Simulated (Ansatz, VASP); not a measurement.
# Zn (Zinc) in two plane-wave programs, part 2 of 3

Wanted: the spread between two codes on one cell, functional and k mesh. The structure shown comes from an earlier Ansatz run, which isn't shown and may have moved the atoms alone.

VASP 6.6.1 and Ansatz 0.2.0.

So far: Set-up; Ansatz: elastic constants, PBEsol, pair 1.

### 3. VASP: elastic constants, PBEsol, pair 1

Level of this step: PBEsol; plane waves and PAW (Zn) (VASP).

The same cell, functional, mesh and smearing now go to VASP, with its own data sets.

Lines of VASP's logs that name or quote its potential files are left out, and so is its time.

Contents of INCAR:

```
SYSTEM = Zn
PREC = Accurate
ENCUT = 500
EDIFF = 1E-08
NELM = 120
ISMEAR = 1
SIGMA = 0.25
LREAL = .FALSE.
ALGO = Normal
GGA = PS
NBANDS = 18
LORBIT = 11
LWAVE = .FALSE.
LCHARG = .FALSE.
ISIF = 3
IBRION = 6
NFREE = 2
POTIM = 0.015
NSW = 1
LASPH = .TRUE.
GGA_COMPAT = .FALSE.
KPAR = 2
```

Contents of POSCAR:

```
Zn
1.0
    2.6099197806      0.0000000000      0.0000000000
   -1.3049598903      2.2602568319      0.0000000000
    0.0000000000      0.0000000000      4.7251981031
Zn
2
Direct
    0.3333333333      0.6666666667      0.2500000000
    0.6666666667      0.3333333333      0.7500000000
```

Contents of KPOINTS:

```
Automatic mesh
0
Gamma
4 4 4
0 0 0
```

The projector-augmented-wave data sets are Zn (PBE family, release 64).

Started as:

```bash
mpirun -np 2 vasp_std
```

Numbers of over 12 decimals in the logs are rounded to 6 here.

Output:

```text
[banner, memory and clock lines left out]
running    2 mpi-ranks, on    1 nodes
 distrk:  each k-point on    1 cores,    2 groups
 distr:  one band on    1 cores,    1 groups

 POSCAR found type information on POSCAR Zn
 POSCAR found :  1 types and       2 ions
|                                                                             |
|               ----> ADVICE to this user running VASP <----                  |
|                                                                             |
|     You enforced a specific xc type in the INCAR file but a different       |
|     [... a line on the potential file left out ...]
|     I HOPE YOU KNOW WHAT YOU ARE DOING!                                     |
|                                                                             |

 LDA part: xc-table for (Slater+PW92), standard interpolation
 POSCAR, INCAR and KPOINTS ok, starting setup
 FFT: planning ... GRIDC
 FFT: planning ... GRID_SOFT
 FFT: planning ... GRID
 WAVECAR not read
 entering main loop
       N       E                     dE             d eps       ncg     rms          rms(c)
DAV:   1     0.101336971811E+03    0.10134E+03   -0.12086E+04   440   0.211E+03
DAV:   2    -0.101351037224E+00   -0.10144E+03   -0.98971E+02   432   0.292E+02
DAV:   3    -0.377580480624E+01   -0.36745E+01   -0.36654E+01   516   0.648E+01
DAV:   4    -0.379060859609E+01   -0.14804E-01   -0.14801E-01   522   0.416E+00
DAV:   5    -0.379062713947E+01   -0.18543E-04   -0.18543E-04   466   0.128E-01    0.491E+00
DAV:   6    -0.347405794516E+01    0.31657E+00   -0.13250E+00   466   0.252E+01    0.344E+00
DAV:   7    -0.345828766830E+01    0.15770E-01   -0.43702E-02   564   0.370E+00    0.178E+00
DAV:   8    -0.345055773451E+01    0.77299E-02   -0.18645E-03   608   0.661E-01    0.532E-02
DAV:   9    -0.345051060846E+01    0.47126E-04   -0.20412E-04   614   0.210E-01    0.308E-02
DAV:  10    -0.345051466480E+01   -0.40563E-05   -0.19294E-05   460   0.399E-02    0.298E-03
DAV:  11    -0.345051452436E+01    0.14044E-06   -0.39576E-07   522   0.101E-02    0.205E-03
DAV:  12    -0.345051424383E+01    0.28053E-06   -0.26769E-08   434   0.366E-03    0.431E-04
DAV:  13    -0.345051425102E+01   -0.71886E-08   -0.56055E-09   314   0.102E-03
   1 F= -.34505143E+01 E0= -.34496253E+01  d E =-.266699E-02
[... from here on, the cycles between the ionic steps are left out ...]
   2 F= -.34472109E+01 E0= -.34465386E+01  d E =-.201681E-02
   3 F= -.34443339E+01 E0= -.34437304E+01  d E =-.181057E-02
   8 F= -.34488768E+01 E0= -.34482307E+01  d E =-.193854E-02
   9 F= -.34488783E+01 E0= -.34482321E+01  d E =-.193853E-02
  10 F= -.34509753E+01 E0= -.34506459E+01  d E =-.988031E-03
  11 F= -.34509753E+01 E0= -.34506459E+01  d E =-.988023E-03
  12 F= -.34509755E+01 E0= -.34506454E+01  d E =-.990289E-03
  13 F= -.34509755E+01 E0= -.34506454E+01  d E =-.990281E-03
  14 F= -.34504178E+01 E0= -.34495289E+01  d E =-.266674E-02
  15 F= -.34504178E+01 E0= -.34495289E+01  d E =-.266674E-02
  16 F= -.34501293E+01 E0= -.34492403E+01  d E =-.266695E-02
 Finite differences progress:
  Degree of freedom:   8/  8
  Displacement:        1/  2
  Total:              15/ 16
 bond charge predicted
       N       E                     dE             d eps       ncg     rms          rms(c)
DAV:   1    -0.344959103917E+01    0.53826E-03   -0.42621E+00   478   0.157E+01    0.775E-02
DAV:   2    -0.345017862645E+01   -0.58759E-03   -0.66019E-03   502   0.836E-01    0.435E-02
DAV:   3    -0.345013442243E+01    0.44204E-04   -0.48481E-05   544   0.753E-02    0.127E-02
DAV:   4    -0.345012952913E+01    0.48933E-05   -0.84666E-06   508   0.349E-02    0.182E-03
DAV:   5    -0.345012932539E+01    0.20375E-06   -0.43548E-07   544   0.522E-03    0.912E-04
DAV:   6    -0.345012929389E+01    0.31494E-07   -0.44102E-08   474   0.145E-03    0.231E-04
DAV:   7    -0.345012929231E+01    0.15848E-08   -0.47137E-09   334   0.547E-04
  17 F= -.34501293E+01 E0= -.34492403E+01  d E =-.266695E-02
 Finite differences progress:
  Degree of freedom:   8/  8
  Displacement:        2/  2
  Total:              16/ 16
```

OUTCAR, selected parts (step 3):

```text
ion  position               nearest neighbor table
   1  0.333  0.667  0.250-   2 2.80   2 2.80   2 2.80   2 2.80   2 2.80   2 2.80
   2  0.667  0.333  0.750-   1 2.80   1 2.80   1 2.80   1 2.80   1 2.80   1 2.80

  LATTYP: Found a hexagonal cell.
 ALAT       =     2.6099197806
 C/A-ratio  =     1.8104763749

 Subroutine GETGRP returns: Found 24 space group operations
 (whereof 12 operations were pure point group operations)

The static configuration has the point symmetry D_3d.
 The point group associated with its full space group is D_6h.

 Found     12 irreducible k-points:

   k-points           NKPTS =     12   k-points in BZ     NKDIM =     12   number of bands    NBANDS=     18

   dimension x,y,z NGX =    20 NGY =   20 NGZ =   36
   dimension x,y,z NGXF=    40 NGYF=   40 NGZF=   72

   ENCUT  =  500.0 eV  36.75 Ry    6.06 a.u.   4.76  4.76  8.62*2*pi/ulx,y,z

   NELECT =      24.0000    total number of electrons

 k-points in reciprocal lattice and weights: Automatic mesh
   0.00000000  0.00000000  0.00000000       0.016
   0.25000000 -0.00000000  0.00000000       0.094
   0.50000000 -0.00000000  0.00000000       0.047
   0.25000000  0.25000000  0.00000000       0.094
   0.00000000  0.00000000  0.25000000       0.031
   0.25000000 -0.00000000  0.25000000       0.188
   0.50000000 -0.00000000  0.25000000       0.094
   0.25000000  0.25000000  0.25000000       0.188
   0.00000000  0.00000000  0.50000000       0.016
   0.25000000 -0.00000000  0.50000000       0.094
   0.50000000 -0.00000000  0.50000000       0.047
   0.25000000  0.25000000  0.50000000       0.094

 average (electrostatic) potential at core
       1 -36.2886       2 -36.2886

 E-fermi :   2.9089

 k-point     1 :       0.0000    0.0000    0.0000
  band No.  band energies     occupation
    ...
      9      -3.8784      2.00000
     10      -3.6015      2.00000
     11      -3.6015      2.00000
     12      -0.3846      2.00000
     13       0.9274      2.00000
     14      18.9136      0.00000
     15      21.6181      0.00000
     16      21.6181      0.00000
     17      22.3612      0.00000
     18      23.3258      0.00000

 k-point     2 :       0.2500   -0.0000    0.0000
  band No.  band energies     occupation
    ...
      9      -3.8807      2.00000
     10      -3.8401      2.00000
     11      -3.5892      2.00000
     12       2.0672      2.00002
     13       2.2765      2.00202
     14      10.4780      0.00000
     15      16.2347      0.00000
     16      16.8310      0.00000
     17      17.3537      0.00000
     18      19.5185      0.00000

 k-point     3 :       0.5000   -0.0000    0.0000
  band No.  band energies     occupation
    ...
      8      -3.5983      2.00000
      9      -3.4361      2.00000
     10      -3.4082      2.00000
     11       0.3666      2.00000
     12       1.2399      2.00000
     13       6.5852     -0.00000
     14       7.2178     -0.00000
     15       8.3582      0.00000
     16       9.5574      0.00000
     17      13.8811      0.00000
    ...

  Total        0.0891232      0.0891232      0.0579062      0.0000000      0.0000000      0.0000000
  in kB        5.1226676      5.1226676      3.3283612      0.0000000      0.0000000      0.0000000
  external PRESSURE =       4.5245654 kB  Pullay stress =       0.0000000 kB

  energy-cutoff  :      500.00
  volume of cell :       27.87
      direct lattice vectors                 reciprocal lattice vectors
     2.609919781  0.000000000  0.000000000     0.383153539  0.221213799  0.000000000
    -1.304959890  2.260256832  0.000000000     0.000000000  0.442427598  0.000000000
     0.000000000  0.000000000  4.725198103     0.000000000  0.000000000  0.211631339

 POSITION                                       TOTAL-FORCE (eV/Angst)
 -----------------------------------------------------------------------------------
     -0.00000      1.50684      1.16630         0.000000      0.000000      0.051467
      1.30496      0.75342      3.54390        -0.000000     -0.000000     -0.051467
 -----------------------------------------------------------------------------------
    total drift:                               -0.000001     -0.000000      0.000132

  FREE ENERGIE OF THE ION-ELECTRON SYSTEM (eV)
  ---------------------------------------------------
  free  energy   TOTEN  =        -3.4501292923 eV

  energy  without entropy=       -3.4474623448  energy(sigma->0) =       -3.44924031

  SYMMETRIZED ELASTIC MODULI (kBar)
 Direction    XX          YY          ZZ          XY          YZ          ZX
 --------------------------------------------------------------------------------
 XX        2435.5767    723.5544    141.2612      0.0000      0.0000     -0.0000
 YY         723.5544   2435.5767    141.2612      0.0000      0.0000      0.0000
 ZZ         141.2612    141.2612   2290.7566      0.0000      0.0000      0.0000
 XY           0.0000      0.0000      0.0000    856.0112     -0.0000      0.0000
 YZ          -0.0000     -0.0000      0.0000      0.0000    -45.4391      0.0000
 ZX          -0.0000      0.0000      0.0000      0.0000      0.0000    -45.4392
 --------------------------------------------------------------------------------

 Eigenvectors and eigenvalues of the dynamical matrix
 ----------------------------------------------------

   1 f  =    5.063927 THz    31.817594 2PiTHz  168.914435 cm-1    20.942711 meV
             X         Y         Z           dx          dy          dz
     -0.000000  1.506838  1.181300     0.000000    0.000000    0.707107
      1.304960  0.753419  3.543899     0.000000   -0.000000   -0.707107

   2 f  =    2.487513 THz    15.629504 2PiTHz   82.974494 cm-1    10.287521 meV
             X         Y         Z           dx          dy          dz
     -0.000000  1.506838  1.181300     0.000000   -0.707107   -0.000000
      1.304960  0.753419  3.543899    -0.000000    0.707107   -0.000000

   3 f  =    2.487513 THz    15.629504 2PiTHz   82.974494 cm-1    10.287521 meV
             X         Y         Z           dx          dy          dz
     -0.000000  1.506838  1.181300    -0.707107   -0.000000   -0.000000
      1.304960  0.753419  3.543899     0.707107    0.000000   -0.000000

   4 f  =    0.000000 THz     0.000000 2PiTHz    0.000002 cm-1     0.000000 meV
             X         Y         Z           dx          dy          dz
     -0.000000  1.506838  1.181300    -0.013827   -0.146081    0.691715
      1.304960  0.753419  3.543899    -0.013827   -0.146081    0.691715

   5 f  =    0.000000 THz     0.000000 2PiTHz    0.000001 cm-1     0.000000 meV
             X         Y         Z           dx          dy          dz
     -0.000000  1.506838  1.181300    -0.191303   -0.665263   -0.144318
      1.304960  0.753419  3.543899    -0.191303   -0.665263   -0.144318

   6 f  =    0.000000 THz     0.000000 2PiTHz    0.000001 cm-1     0.000000 meV
             X         Y         Z           dx          dy          dz
     -0.000000  1.506838  1.181300     0.680597   -0.189961   -0.026513
      1.304960  0.753419  3.543899     0.680597   -0.189961   -0.026513

 ELASTIC MODULI CONTR FROM IONIC RELAXATION (kBar)
 Direction    XX          YY          ZZ          XY          YZ          ZX
 --------------------------------------------------------------------------------
 XX          -4.2491      4.2491     -0.0000      0.0000     -0.0000      0.0000
 YY           4.2491     -4.2491      0.0000      0.0000      0.0000      0.0000
 ZZ          -0.0000      0.0000     -0.0000      0.0000     -0.0000      0.0000
 XY           0.0000      0.0000      0.0000     -4.2491      0.0000      0.0000
 YZ          -0.0000      0.0000     -0.0000      0.0000     -0.0000      0.0000
 ZX           0.0000      0.0000      0.0000      0.0000      0.0000      0.0000
 --------------------------------------------------------------------------------

 TOTAL ELASTIC MODULI (kBar)
 Direction    XX          YY          ZZ          XY          YZ          ZX
 --------------------------------------------------------------------------------
 XX        2431.3277    727.8034    141.2612      0.0000     -0.0000     -0.0000
 YY         727.8034   2431.3277    141.2612      0.0000      0.0000      0.0000
 ZZ         141.2612    141.2612   2290.7566      0.0000     -0.0000      0.0000
 XY           0.0000      0.0000      0.0000    851.7621     -0.0000      0.0000
 YZ          -0.0000     -0.0000     -0.0000      0.0000    -45.4391      0.0000
 ZX          -0.0000      0.0000      0.0000      0.0000      0.0000    -45.4392
 --------------------------------------------------------------------------------

 total charge
# of ion       s       p       d       tot
------------------------------------------
    1        0.604   0.507   9.726  10.836
    2        0.604   0.507   9.726  10.836
--------------------------------------------------
tot          1.207   1.014  19.451  21.672

[... 3 further parts left out ...]
```

The last energy, forces, stress and levels in OUTCAR belong to the last displaced cell, not to the cell of POSCAR. The k-mesh is coarse for a metal.

Levels, forces or a CONTCAR printed for this step are those of its last displaced cell, not of the structure at rest.

### 4. Differences

Known differences besides the potentials themselves: the cutoff is 420 eV in Ansatz and 500 eV in VASP; Ansatz makes its cores anew for this functional, VASP keeps those of its PBE data sets; VASP takes each elastic constant from one size of strain, Ansatz from those that its log lists. Total energies have different zeros and are not compared.

Compared:

| quantity | Ansatz | VASP | difference |
| --- | --- | --- | --- |
| C11 (GPa) | 237.1 | 243.1 | -2.49 % |
| C22 (GPa) | 237.1 | 243.1 | -2.49 % |
| C33 (GPa) | 224.7 | 229.1 | -1.91 % |
| C12 (GPa) | 73.2 | 72.8 | +0.55 % |
| C13 (GPa) | 13.2 | 14.1 | -6.32 % |
| C23 (GPa) | 13.2 | 14.1 | -6.32 % |
| C44 (GPa) | -25.7 | -4.5 | +467.01 % |
| C55 (GPa) | -25.7 | -4.5 | +467.01 % |
| C66 (GPa) | 82.0 | 85.2 | -3.79 % |

### 5. Ansatz: elastic constants, PBEsol, pair 2

Elastic constants are differences of stresses under small strains, so they test the stress and the mesh. The cell compared in this pair holds 28.57 Å³, against 27.87 Å³ for the pair before.

The structure shown comes from an earlier Ansatz run, which isn't shown and may have moved the atoms alone.

Contents of input.yaml:

```yaml
crystal:
  lattice:
    - [2.5879142768, 0.0, 0.0]
    - [-1.2939571384, 2.2411995065, 0.0]
    - [0.0, 0.0, 4.9261732688]
  atoms:
    - { symbol: Zn, position: [0.3333333333, 0.6666666667, 0.25] }
    - { symbol: Zn, position: [0.6666666667, 0.3333333333, 0.75] }
kpoints:
  mp_grid: { grid: [15, 15, 8] }
hamiltonian:
  xc: pbesol
scf:
  occupations: { method: gaussian, width: 0.05 }
output:
  forces: true
  stress: true
  eigenvalues: true
elastic:
  mode: relaxed_ion
  stencil: two_point
  amplitude: 0.002
```

Started as:

```bash
ansatz run input.yaml --threads 4 --pin off --max-ram 16384MiB --backend cpu --events-out ev --progress --plain --runs-dir out
```

Output:

```text
[...]
Crystal: 2 atoms, lattice volume = 28.572 Å³
Basis set: ecut = 420 eV, 563 PW (Γ), exchange–correlation on 36×36×72 points (8 copies of the dense FFT grid, shifted against one another)
Bands: 16, of which v1, the nominal top of the filled ones, is band 12 counted from 1 (11 counted from 0)
Symmetry: 24 space group operations
[...]
k-points: 135 of 1800
[...]
2.000e-3       0.2963       -6561.8165398       6   39818    581   relax 0 steps, max|allowed force component| 2.31e-18 eV/Å
[...]
δ    σ_23 (GPa)             F (eV)   n_scf  n_hpsi   n_pw
    -2.000e-3      -0.1142       -6561.8165739       6  128094    579   relax 1 steps, max|allowed force component| 1.13e-5 eV/Å
     2.000e-3       0.1142       -6561.8165739       6  129255    579   relax 1 steps, max|allowed force component| 1.13e-5 eV/Å
[key lines of the parts left out:]
SCF converged after 8 iterations
Free energy (F): -6561.816593 eV
Fermi energy:    11.753840 eV
P = ⅓ Tr σ = -0.0120 GPa (-0.120 kbar)
```

### 6. VASP: elastic constants, PBEsol, pair 2

The same cell, functional, mesh and smearing now go to VASP, with its own data sets.

Changes to INCAR since step 3:

```diff
@@ -5,4 +5,4 @@
 NELM = 120
-ISMEAR = 1
-SIGMA = 0.25
+ISMEAR = 0
+SIGMA = 0.05
 LREAL = .FALSE.
```

Contents of POSCAR:

```
Zn
1.0
    2.5879142768      0.0000000000      0.0000000000
   -1.2939571384      2.2411995065      0.0000000000
    0.0000000000      0.0000000000      4.9261732688
Zn
2
Direct
    0.3333333333      0.6666666667      0.2500000000
    0.6666666667      0.3333333333      0.7500000000
```

Contents of KPOINTS:

```
Automatic mesh
0
Gamma
15 15 8
0 0 0
```

Started as:

```bash
mpirun -np 2 vasp_std
```

Output:

```text
[banner, memory and clock lines left out]
running    2 mpi-ranks, on    1 nodes
[...]
[... a notice as in an earlier step ...]

 LDA part: xc-table for (Slater+PW92), standard interpolation
 POSCAR, INCAR and KPOINTS ok, starting setup
[...]
entering main loop
       N       E                     dE             d eps       ncg     rms          rms(c)
DAV:   1     0.103255418740E+03    0.10326E+03   -0.12314E+04  5092   0.208E+03
DAV:   2     0.442839953605E+00   -0.10281E+03   -0.99819E+02  4894   0.291E+02
DAV:   3    -0.349007814126E+01   -0.39329E+01   -0.39202E+01  5548   0.650E+01
DAV:   4    -0.350980280043E+01   -0.19725E-01   -0.19720E-01  5430   0.466E+00
[...]
DAV:  11    -0.317543719500E+01    0.13521E-06   -0.54712E-07  5458   0.113E-02    0.221E-03
DAV:  12    -0.317543692163E+01    0.27337E-06   -0.11947E-08  4002   0.194E-03    0.488E-04
DAV:  13    -0.317543692883E+01   -0.72005E-08   -0.10790E-08  2738   0.200E-03
   1 F= -.31754369E+01 E0= -.31753809E+01  d E =-.111976E-03
[... from here on, the cycles between the ionic steps are left out ...]
   2 F= -.31717471E+01 E0= -.31717034E+01  d E =-.874270E-04
   3 F= -.31685503E+01 E0= -.31685009E+01  d E =-.987327E-04
   8 F= -.31731904E+01 E0= -.31731318E+01  d E =-.117206E-03
   9 F= -.31731926E+01 E0= -.31731340E+01  d E =-.117206E-03
  10 F= -.31742340E+01 E0= -.31741688E+01  d E =-.130343E-03
  11 F= -.31742340E+01 E0= -.31741688E+01  d E =-.130343E-03
  12 F= -.31742297E+01 E0= -.31741663E+01  d E =-.126879E-03
  13 F= -.31742297E+01 E0= -.31741663E+01  d E =-.126880E-03
  14 F= -.31753624E+01 E0= -.31753065E+01  d E =-.111825E-03
  15 F= -.31753623E+01 E0= -.31753064E+01  d E =-.111825E-03
  16 F= -.31751542E+01 E0= -.31750980E+01  d E =-.112263E-03
  17 F= -.31751542E+01 E0= -.31750980E+01  d E =-.112263E-03
 Finite differences progress:
  Degree of freedom:   8/  8
  Displacement:        2/  2
  Total:              16/ 16
```

OUTCAR, selected parts (step 6):

```text
  Total        0.0964825      0.0964825      0.0468314      0.0000000      0.0000000      0.0000000
  in kB        5.4102715      5.4102715      2.6260778      0.0000000      0.0000000      0.0000000
  external PRESSURE =       4.4822069 kB  Pullay stress =       0.0000000 kB

 POSITION                                       TOTAL-FORCE (eV/Angst)
 -----------------------------------------------------------------------------------
     -0.00000      1.49413      1.21654         0.000000      0.000000      0.038279
      1.29396      0.74707      3.69463        -0.000000     -0.000000     -0.038279
 -----------------------------------------------------------------------------------
    total drift:                                0.000000      0.000001     -0.000299

  FREE ENERGIE OF THE ION-ELECTRON SYSTEM (eV)
  ---------------------------------------------------
  free  energy   TOTEN  =        -3.1751541687 eV

  energy  without entropy=       -3.1750419052  energy(sigma->0) =       -3.17509804

[... 3 further parts left out ...]
[key lines of the parts left out:]
E-fermi :   3.3126
```

Levels, forces or a CONTCAR printed for this step are those of its last displaced cell, not of the structure at rest.

### 7. Differences

Both answers:

| quantity | Ansatz | VASP | difference |
| --- | --- | --- | --- |
| C11 (GPa) | 259.3 | 264.1 | -1.83 % |
| C22 (GPa) | 259.3 | 264.1 | -1.83 % |
| C33 (GPa) | 148.6 | 148.7 | -0.08 % |
| C12 (GPa) | 40.8 | 40.2 | +1.27 % |
| C13 (GPa) | 21.9 | 23.9 | -8.37 % |
| C23 (GPa) | 21.9 | 23.9 | -8.37 % |
| C44 (GPa) | 57.1 | 60.8 | -6.11 % |
| C55 (GPa) | 57.1 | 60.8 | -6.11 % |
| C66 (GPa) | 109.3 | 112.0 | -2.39 % |

[end of part 2 of 3]

[Lines on the potential files, build, host, timing and source positions are cut from VASP's logs without a mark.]

[Logs are printed without paths, hosts, clocks, repeated set-up lines and the standing remarks that a program may print on its own settings, such as how far it seeks lower states.]

[Hosts, paths, dates, database ids (printed as entryN), source tags and the programs' standing remarks are cut or masked in the printed files.]
